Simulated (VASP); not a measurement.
A convergence study with VASP on SrO (rock salt): one setting is varied, all else stays as given below, so the limit is that of these other settings. Each run relaxes cell and ions from the cell shown.

```xyz
2
Lattice="0.0000 2.5800 2.5800 2.5800 0.0000 2.5800 2.5800 2.5800 0.0000" Properties=species:S:1:pos:R:3 pbc="T T T"
Sr     0.0000     0.0000     0.0000
O      2.5800     2.5800     2.5800
```

Level of theory: PBE GGA, VASP's PBE PAW potentials (set 64) (plane waves; VASP). The tightest run used: 700 eV cut-off, 13×13×13 Γ-centred mesh, Gaussian smearing of 0.050 eV, potentials Sr_sv O.

Gaps are read on the run's mesh, which can miss a band edge.

The settings run are 2×2×2 mesh; 3×3×3 mesh; 4×4×4 mesh; 5×5×5 mesh; 6×6×6 mesh; 7×7×7 mesh; 9×9×9 mesh; 10×10×10 mesh; 11×11×11 mesh; 12×12×12 mesh; 13×13×13 mesh. From which on does the relaxed volume stay within 0.05 Å³/atom of the tightest run?

From 3×3×3 mesh on: it is off by 0.028 there and by no more than 0.05 in any finer run, while 2×2×2 mesh is off by 0.093.
```csv
setting,relaxed volume (Å³/atom),E (eV/atom),gap on the mesh (eV),irreducible k-points,difference judged (Å³/atom)
2×2×2 mesh,17.698,-5.9314,3.081,3,0.093
3×3×3 mesh,17.632,-6.0174,3.704,4,0.028
4×4×4 mesh,17.609,-6.0276,3.279,8,0.005
5×5×5 mesh,17.605,-6.0289,3.465,10,0.000
6×6×6 mesh,17.604,-6.0292,3.284,16,0.000
7×7×7 mesh,17.604,-6.0292,3.377,20,0.000
9×9×9 mesh,17.604,-6.0292,3.341,35,0.000
10×10×10 mesh,17.604,-6.0292,3.285,47,0.000
11×11×11 mesh,17.604,-6.0292,3.322,56,0.000
12×12×12 mesh,17.604,-6.0292,3.285,72,0.000
13×13×13 mesh,17.604,-6.0292,3.312,84,0.000
```

Left out are rungs that failed or repeat a setting and relaxations that didn't move; long series are thinned to 24 rows.

The compound is SrO in the rock salt structure.
